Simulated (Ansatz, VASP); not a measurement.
## Cross-check of CdPbS3 between VASP and Ansatz

Wanted: the spread between two codes on one cell, functional and k mesh. The cell is generated by rule, not measured, and may not be a known phase. The cell is taken from a series of runs on this material, whose earlier steps may have relaxed, scaled, displaced or heated it; both programs get it as it stands.

Calculated with Ansatz 0.2.0; plane waves, with VASP 6.6.1 beside it; relaxation of cell and atoms at r2SCAN.

The structure was built from a prototype and need not be the compound's stable phase.

### Step 1. Set-up

Symmetry: Pm-3m, No. 221, cubic system. Conventional cell: a = 5.114 Å, b = 5.114 Å, c = 5.114 Å, α = 90.00°, β = 90.00°, γ = 90.00°. Nearest to Cd lie 12 S at 3.62 Å. Nearest to Pb lie 6 S at 2.56 Å. Nearest to S lie 2 Pb at 2.56 Å. Farther neighbours and most contacts between anions are not listed.

### Step 2. VASP: relaxation of cell and atoms, r2SCAN

The relaxed volume is the usual yardstick between codes: in a stiff, nearly cubic crystal its relative difference is about their pressure difference at one cell divided by the bulk modulus.

Lines of VASP's logs that name or quote its potential files are left out, and so is its time.

INCAR reads:

```
SYSTEM = CdPbS3
PREC = Accurate
ENCUT = 550
EDIFF = 1E-07
NELM = 120
ISMEAR = 1
SIGMA = 0.2
LREAL = .FALSE.
ALGO = Normal
METAGGA = R2SCAN
LASPH = .TRUE.
NBANDS = 28
LORBIT = 11
LWAVE = .FALSE.
LCHARG = .FALSE.
ISIF = 3
IBRION = 2
NSW = 80
EDIFFG = -0.005
GGA_COMPAT = .FALSE.
NELMIN = 4
LMIXTAU = .TRUE.
KPAR = 2
```

POSCAR reads:

```
CdPbS3
1.0
    5.1143420000      0.0000000000      0.0000000000
    0.0000000000      5.1143420000      0.0000000000
    0.0000000000      0.0000000000      5.1143420000
Cd Pb S
1 1 3
Direct
    0.0000000000      0.0000000000      0.0000000000
    0.5000000000      0.5000000000      0.5000000000
    0.5000000000      0.5000000000      0.0000000000
    0.5000000000      0.0000000000      0.5000000000
    0.0000000000      0.5000000000      0.5000000000
```

KPOINTS reads:

```
Automatic mesh
0
Gamma
8 8 8
0 0 0
```

PAW data sets: Cd, Pb_d and S (PBE family, release 64).

The run is started by

```console
mpirun -np 2 vasp_std
```

Numbers of over 12 decimals in the logs are rounded to 6 here.

What it wrote:

```text
[banner, memory and clock lines left out]
running    2 mpi-ranks, on    1 nodes
 distrk:  each k-point on    1 cores,    2 groups
 distr:  one band on    1 cores,    1 groups

 POSCAR found type information on POSCAR CdPbS
 POSCAR found :  3 types and       5 ions
|                                                                             |
|               ----> ADVICE to this user running VASP <----                  |
|                                                                             |
|     You enforced a specific xc type in the INCAR file but a different       |
|     [... a line on the potential file left out ...]
|     I HOPE YOU KNOW WHAT YOU ARE DOING!                                     |
|                                                                             |

 LDA part: xc-table for (None), standard interpolation
 POSCAR, INCAR and KPOINTS ok, starting setup
 FFT: planning ... GRIDC
 FFT: planning ... GRID_SOFT
 FFT: planning ... GRID
 WAVECAR not read
 entering main loop
       N       E                     dE             d eps       ncg     rms          rms(c)
DAV:   1     0.323148472569E+03    0.32315E+03   -0.21656E+04  1960   0.162E+03
DAV:   2    -0.657671462025E+02   -0.38892E+03   -0.37538E+03  2072   0.400E+02
DAV:   3    -0.108888763761E+03   -0.43122E+02   -0.41655E+02  2640   0.134E+02
DAV:   4    -0.110840651758E+03   -0.19519E+01   -0.19227E+01  2268   0.271E+01
DAV:   5    -0.110919983726E+03   -0.79332E-01   -0.79263E-01  2740   0.653E+00    0.918E+00
DAV:   6    -0.101156327140E+03    0.97637E+01   -0.10049E+01  2296   0.381E+01    0.869E+00
DAV:   7    -0.979297033867E+02    0.32266E+01   -0.13409E+00  2108   0.923E+00    0.469E+00
DAV:   8    -0.982542793971E+02   -0.32458E+00   -0.35150E+00  2196   0.755E+00    0.252E+00
DAV:   9    -0.977222032909E+02    0.53208E+00   -0.40070E-01  2108   0.407E+00    0.158E+00
DAV:  10    -0.981886583373E+02   -0.46646E+00   -0.10534E+00  2060   0.552E+00    0.153E+00
DAV:  11    -0.981637770348E+02    0.24881E-01   -0.98941E-02  2192   0.255E+00    0.539E-01
DAV:  12    -0.981915419974E+02   -0.27765E-01   -0.13874E-02  2108   0.726E-01    0.303E-01
DAV:  13    -0.981803608322E+02    0.11181E-01   -0.32030E-02  2020   0.123E+00    0.349E-01
DAV:  14    -0.982022036218E+02   -0.21843E-01   -0.14440E-02  2056   0.896E-01    0.110E-01
DAV:  15    -0.982041004321E+02   -0.18968E-02   -0.11355E-03  2148   0.235E-01    0.573E-02
DAV:  16    -0.982045815535E+02   -0.48112E-03   -0.34328E-04  2092   0.138E-01    0.339E-02
DAV:  17    -0.982047362543E+02   -0.15470E-03   -0.15999E-04  2040   0.125E-01    0.359E-02
DAV:  18    -0.982048110423E+02   -0.74788E-04   -0.78550E-05  2116   0.724E-02    0.473E-03
DAV:  19    -0.982048130825E+02   -0.20401E-05   -0.83913E-06  2384   0.187E-02    0.203E-03
DAV:  20    -0.982048137527E+02   -0.67021E-06   -0.11454E-06  2156   0.718E-03    0.441E-03
DAV:  21    -0.982048132700E+02    0.48265E-06   -0.14384E-06  2208   0.727E-03    0.130E-03
DAV:  22    -0.982048138265E+02   -0.55644E-06   -0.26308E-07  1704   0.410E-03    0.737E-04
DAV:  23    -0.982048139073E+02   -0.80842E-07   -0.32948E-08  1256   0.163E-03
   1 F= -.98204814E+02 E0= -.98206795E+02  d E =-.982048E+02
 curvature:   0.00 expect dE= 0.000E+00 dE for cont linesearch  0.000E+00
 trial: gam= 0.00000 g(F)=  0.000E+00 g(S)=  0.665E-04 ort = 0.000E+00 (trialstep = 0.100E+01)
 search vector abs. value=  0.665E-04
 bond charge predicted
       N       E                     dE             d eps       ncg     rms          rms(c)
DAV:   1    -0.982054751367E+02   -0.66131E-03   -0.19026E-02  2460   0.172E+00    0.184E-01
DAV:   2    -0.982049092037E+02    0.56593E-03   -0.14157E-03  2392   0.480E-01    0.548E-02
DAV:   3    -0.982048309397E+02    0.78264E-04   -0.24604E-04  2500   0.201E-01    0.361E-02
DAV:   4    -0.982048294425E+02    0.14972E-05   -0.49496E-05  2204   0.620E-02    0.175E-02
DAV:   5    -0.982048405356E+02   -0.11093E-04   -0.75247E-06  2208   0.234E-02    0.518E-03
DAV:   6    -0.982048359130E+02    0.46225E-05   -0.57836E-06  2052   0.199E-02    0.220E-03
DAV:   7    -0.982048415486E+02   -0.56356E-05   -0.30069E-06  2032   0.142E-02    0.136E-03
DAV:   8    -0.982048412882E+02    0.26040E-06   -0.20650E-07  1688   0.380E-03    0.546E-04
DAV:   9    -0.982048413888E+02   -0.10057E-06   -0.36289E-08  1216   0.179E-03    0.209E-04
DAV:  10    -0.982048414019E+02   -0.13098E-07   -0.16081E-08  1128   0.993E-04
   2 F= -.98204841E+02 E0= -.98206808E+02  d E =-.274946E-04
 trial-energy change:   -0.000027  1 .order   -0.000027   -0.000066    0.000013
 step:   0.8433(harm=  0.8353)  dis= 0.00000  next Energy=   -98.204842 (dE=-0.285E-04)
 reached required accuracy - stopping structural energy minimisation
```

From OUTCAR (step 2):

```text
ion  position               nearest neighbor table
   1  0.000  0.000  0.000-
   2  0.500  0.500  0.500-   3 2.56   4 2.56   5 2.56   3 2.56   4 2.56   5 2.56
   3  0.500  0.500  0.000-   2 2.56   2 2.56
   4  0.500  0.000  0.500-   2 2.56   2 2.56
   5  0.000  0.500  0.500-   2 2.56   2 2.56

  LATTYP: Found a simple cubic cell.
 ALAT       =     5.1143420000

 Subroutine GETGRP returns: Found 48 space group operations
 (whereof 48 operations were pure point group operations)

The static configuration has the point symmetry O_h .

 Found     35 irreducible k-points:

   k-points           NKPTS =     35   k-points in BZ     NKDIM =     35   number of bands    NBANDS=     28

   dimension x,y,z NGX =    40 NGY =   40 NGZ =   40
   dimension x,y,z NGXF=    80 NGYF=   80 NGZF=   80

   ENCUT  =  550.0 eV  40.42 Ry    6.36 a.u.   9.78  9.78  9.78*2*pi/ulx,y,z

   NELECT =      44.0000    total number of electrons

 k-points in reciprocal lattice and weights: Automatic mesh
   0.00000000  0.00000000  0.00000000       0.002
   0.12500000  0.00000000  0.00000000       0.012
   0.25000000  0.00000000  0.00000000       0.012
   0.37500000  0.00000000  0.00000000       0.012
   0.50000000  0.00000000  0.00000000       0.006
   0.12500000  0.12500000  0.00000000       0.023
   0.25000000  0.12500000  0.00000000       0.047
   0.37500000  0.12500000  0.00000000       0.047
   0.50000000  0.12500000  0.00000000       0.023
[...]
0.50000000  0.50000000  0.37500000       0.012
   0.50000000  0.50000000  0.50000000       0.002

 average (electrostatic) potential at core
       1 -44.8289       2-100.5248       3 -91.1014       4 -91.1014       5 -91.1014

 E-fermi :   2.3817

 k-point     1 :       0.0000    0.0000    0.0000
  band No.  band energies     occupation
    ...
     20       1.5593      2.00000
     21       1.6001      2.00000
     22       1.6001      2.00000
     23       1.6001      2.00000
     24       1.6146      2.00000
     25       9.2959      0.00000
     26       9.2959      0.00000
     27       9.2982      0.00000
     28       9.2982      0.00000

 k-point     2 :       0.1250    0.0000    0.0000
  band No.  band energies     occupation
    ...
     20       1.4992      2.00000
     21       1.5582      2.00000
     22       1.6017      2.00000
     23       1.6017      2.00000
     24       2.4057      0.79924
     25       8.4292      0.00000
     26       8.8751      0.00000
     27       8.8751      0.00000
     28       9.5226      0.00000

 k-point     3 :       0.2500    0.0000    0.0000
  band No.  band energies     occupation
    ...
     19       1.3153      2.00000
     20       1.3153      2.00000
     21       1.4612      2.00000
     22       1.6427      2.00000
     23       1.6427      2.00000
     24       3.2587     -0.00000
     25       7.4460      0.00000
     26       8.4533      0.00000
     27       8.4533      0.00000
     28       9.8096      0.00000

  Total        0.0094524      0.0094524      0.0094524     -0.0000000     -0.0000000      0.0000000
  in kB        0.1133663      0.1133663      0.1133663     -0.0000000     -0.0000000      0.0000000
  external PRESSURE =       0.1133663 kB  Pullay stress =       0.0000000 kB

  energy-cutoff  :      550.00
  volume of cell :      133.59
      direct lattice vectors                 reciprocal lattice vectors
     5.111977133 -0.000000000  0.000000000     0.195619028  0.000000000  0.000000000
    -0.000000000  5.111977133 -0.000000000     0.000000000  0.195619028  0.000000000
    -0.000000000 -0.000000000  5.111977133    -0.000000000  0.000000000  0.195619028

 POSITION                                       TOTAL-FORCE (eV/Angst)
 -----------------------------------------------------------------------------------
      0.00000      0.00000      0.00000         0.000000      0.000000      0.000000
      2.55599      2.55599      2.55599        -0.000000      0.000000      0.000000
      2.55599      2.55599     -0.00000         0.000000     -0.000000      0.000000
      2.55599     -0.00000      2.55599         0.000000     -0.000000      0.000000
     -0.00000      2.55599      2.55599         0.000000     -0.000000      0.000000
 -----------------------------------------------------------------------------------
    total drift:                               -0.000000      0.000000     -0.000000

  FREE ENERGIE OF THE ION-ELECTRON SYSTEM (eV)
  ---------------------------------------------------
  free  energy   TOTEN  =       -98.2048414019 eV

  energy  without entropy=      -98.2107414202  energy(sigma->0) =      -98.20680807

 reached required accuracy - stopping structural energy minimisation

 total charge
# of ion       s       p       d       tot
------------------------------------------
    1        0.355   0.058   9.595  10.008
    2        1.204   0.833   9.928  11.964
    3        1.355   2.327   0.000   3.682
    4        1.355   2.327   0.000   3.682
    5        1.355   2.327   0.000   3.682
--------------------------------------------------
tot          5.623   7.873  19.522  33.019

[... 3 further parts left out ...]
```

CONTCAR:

```
CdPbS3
   1.00000000000000
     5.1119771331691339   -0.0000000000000000    0.0000000000000000
    -0.0000000000000000    5.1119771331691339   -0.0000000000000000
    -0.0000000000000000   -0.0000000000000000    5.1119771331691339
  Cd              Pb              S
     1     1     3
Direct
     0.0000000000000000    0.0000000000000000    0.0000000000000000
     0.5000000000000000    0.5000000000000000    0.5000000000000000
     0.5000000000000000    0.5000000000000000    0.0000000000000000
     0.5000000000000000    0.0000000000000000    0.5000000000000000
     0.0000000000000000    0.5000000000000000    0.5000000000000000
```

The run keeps the 48 symmetry operations of its start, so it cannot find a distortion of lower symmetry.

[end of part 1 of 2]

[Lines on the potential files, build, host, timing and source positions are cut from VASP's logs without a mark.]

[Logs are printed without paths, hosts, clocks, repeated set-up lines and the standing remarks that a program may print on its own settings, such as how far it seeks lower states.]

[Hosts, paths, dates, database ids (printed as entryN), source tags and the programs' standing remarks are cut or masked in the printed files.]
